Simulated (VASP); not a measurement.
Output of a VASP run:

OSZICAR:
```
...
DAV:  15    -0.900993044974E+02   -0.26153E-03   -0.54249E-04   614   0.258E-01    0.194E-01
DAV:  16    -0.900988284931E+02    0.47600E-03   -0.91831E-04   684   0.242E-01    0.994E-02
DAV:  17    -0.900986494585E+02    0.17903E-03   -0.56299E-04   584   0.252E-01    0.229E-02
DAV:  18    -0.900986075412E+02    0.41917E-04   -0.20094E-04   576   0.156E-01    0.108E-02
DAV:  19    -0.900986309876E+02   -0.23446E-04   -0.16594E-05   588   0.522E-02    0.109E-02
DAV:  20    -0.900986574633E+02   -0.26476E-04   -0.15365E-05   586   0.360E-02    0.246E-03
DAV:  21    -0.900986511983E+02    0.62651E-05   -0.16030E-06   480   0.171E-02    0.142E-03
DAV:  22    -0.900986524994E+02   -0.13011E-05   -0.16232E-06   504   0.168E-02    0.125E-03
DAV:  23    -0.900986505890E+02    0.19104E-05   -0.22222E-07   292   0.658E-03    0.145E-03
DAV:  24    -0.900986518787E+02   -0.12897E-05   -0.93252E-08   288   0.474E-03    0.960E-04
DAV:  25    -0.900986530185E+02   -0.11398E-05   -0.60007E-08   288   0.335E-03    0.465E-04
DAV:  26    -0.900986533352E+02   -0.31671E-06   -0.17438E-08   288   0.157E-03
   1 F= -.90098653E+02 E0= -.90098653E+02  d E =-.900987E+02
       N       E                     dE             d eps       ncg     rms          rms(c)
DAV:   1    -0.901417971953E+02   -0.43144E-01   -0.11996E+00   724   0.167E+01    0.147E+00
DAV:   2    -0.901014599060E+02    0.40337E-01   -0.16797E-01   598   0.453E+00    0.320E-01
DAV:   3    -0.900987169512E+02    0.27430E-02   -0.93979E-03   608   0.159E+00    0.128E-01
DAV:   4    -0.900962040710E+02    0.25129E-02   -0.50073E-03   576   0.123E+00    0.391E-02
DAV:   5    -0.900987662501E+02   -0.25622E-02   -0.19261E-03   576   0.546E-01    0.281E-02
DAV:   6    -0.900981926559E+02    0.57359E-03   -0.12557E-03   576   0.426E-01    0.176E-02
DAV:   7    -0.900994522734E+02   -0.12596E-02   -0.32961E-04   576   0.236E-01    0.849E-03
DAV:   8    -0.900995292358E+02   -0.76962E-04   -0.57411E-05   576   0.740E-02    0.550E-03
DAV:   9    -0.900995445386E+02   -0.15303E-04   -0.24694E-05   576   0.601E-02    0.647E-04
DAV:  10    -0.900995457847E+02   -0.12460E-05   -0.17524E-06   496   0.173E-02    0.402E-04
DAV:  11    -0.900995445836E+02    0.12011E-05   -0.22090E-07   320   0.692E-03    0.278E-04
DAV:  12    -0.900995432350E+02    0.13486E-05   -0.77466E-08   294   0.411E-03    0.125E-04
DAV:  13    -0.900995436945E+02   -0.45954E-06   -0.21028E-08   288   0.221E-03
   2 F= -.90099544E+02 E0= -.90099544E+02  d E =-.890359E-03
       N       E                     dE             d eps       ncg     rms          rms(c)
DAV:   1    -0.901024163354E+02   -0.28731E-02   -0.77220E-02   724   0.418E+00    0.375E-01
DAV:   2    -0.900999167687E+02    0.24996E-02   -0.10972E-02   598   0.115E+00    0.816E-02
DAV:   3    -0.900997368794E+02    0.17989E-03   -0.61537E-04   600   0.411E-01    0.329E-02
DAV:   4    -0.900995909326E+02    0.14595E-03   -0.32160E-04   576   0.312E-01    0.101E-02
DAV:   5    -0.900996866084E+02   -0.95676E-04   -0.10872E-04   576   0.131E-01    0.732E-03
DAV:   6    -0.900995827992E+02    0.10381E-03   -0.80873E-05   576   0.109E-01    0.476E-03
DAV:   7    -0.900996445072E+02   -0.61708E-04   -0.21232E-05   576   0.600E-02    0.227E-03
DAV:   8    -0.900996528712E+02   -0.83639E-05   -0.43826E-06   576   0.209E-02    0.150E-03
DAV:   9    -0.900996543842E+02   -0.15131E-05   -0.19530E-06   496   0.174E-02    0.285E-04
DAV:  10    -0.900996542209E+02    0.16329E-06   -0.13028E-07   288   0.522E-03
   3 F= -.90099654E+02 E0= -.90099654E+02  d E =-.100089E-02
```

OUTCAR:
```
------------------------ aborting loop because EDIFF is reached ----------------------------------------
  FORCE on cell =-STRESS in cart. coord.  units (eV):
  Direction    XX          YY          ZZ          XY          YZ          ZX
  --------------------------------------------------------------------------------------
  Total        0.0086563      0.0086563      0.0086563      0.0000000     -0.0000000     -0.0000000
  in kB        0.2699762      0.2699762      0.2699762      0.0000000     -0.0000000     -0.0000000
  external PRESSURE =       0.2699762 kB  Pullay stress =       0.0000000 kB
  volume of cell :       51.37
      direct lattice vectors                 reciprocal lattice vectors
    -0.000000000  2.950500754  2.950500754    -0.169462760  0.169462760  0.169462760
     2.950500754 -0.000000000  2.950500754     0.169462760 -0.169462760  0.169462760
     2.950500754  2.950500754  0.000000000     0.169462760  0.169462760 -0.169462760
 POSITION                                       TOTAL-FORCE (eV/Angst)
 -----------------------------------------------------------------------------------
     -0.00000      0.00000      0.00000        -0.000000     -0.000000     -0.000000
      1.47525      1.47525      1.47525         0.000000      0.000000      0.000000
      4.42575      4.42575      4.42575        -0.000000     -0.000000     -0.000000
 -----------------------------------------------------------------------------------
    total drift:                                0.000000     -0.000000      0.000000
  FREE ENERGIE OF THE ION-ELECTRON SYSTEM (eV)
  ---------------------------------------------------
  free  energy   TOTEN  =       -90.0996542209 eV

  energy  without entropy=      -90.0996542209  energy(sigma->0) =      -90.09965422

 reached required accuracy - stopping structural energy minimisation
```
(Selected blocks of OUTCAR.)

### POSCAR
```
PbF2
1
    0.0000000000     2.9420447209     2.9420447209
    2.9420447209     0.0000000000     2.9420447209
    2.9420447209     2.9420447209     0.0000000000
Pb F
1 2
Direct
  1.0000000000   1.0000000000   0.0000000000
  0.2500000000   0.2500000000   0.2500000000
  0.7500000000   0.7500000000   0.7500000000
```

### Question
Reconstruct the remaining input files.

### Answer
One answer among several that fit: the input of the run itself, SCAN meta-GGA, plane waves, VASP's PBE PAW potentials (set 64).

### KPOINTS
```
Automatic mesh
0
Gamma
6 6 6
0 0 0
```

INCAR:
```
ALGO=Normal
EDIFF=1E-6
EDIFFG=-0.02
ENCUT=520
IBRION=2
ISIF=3
ISMEAR=0
LASPH=.True.
LCHARG=.False.
LMAXMIX=4
LMIXTAU=.True.
LREAL=.False.
LWAVE=.False.
METAGGA=SCAN
NELM=100
NSW=60
PREC=Accurate
SIGMA=0.05
SYSTEM=PbF2
```

POTCAR, in this order: Pb_d F (PBE.64 set). Program: vasp_std.

The compound is PbF2 in the fluorite structure, the β form. This run relaxes it. Symmetry was kept, so distortions that lower it aren't found.
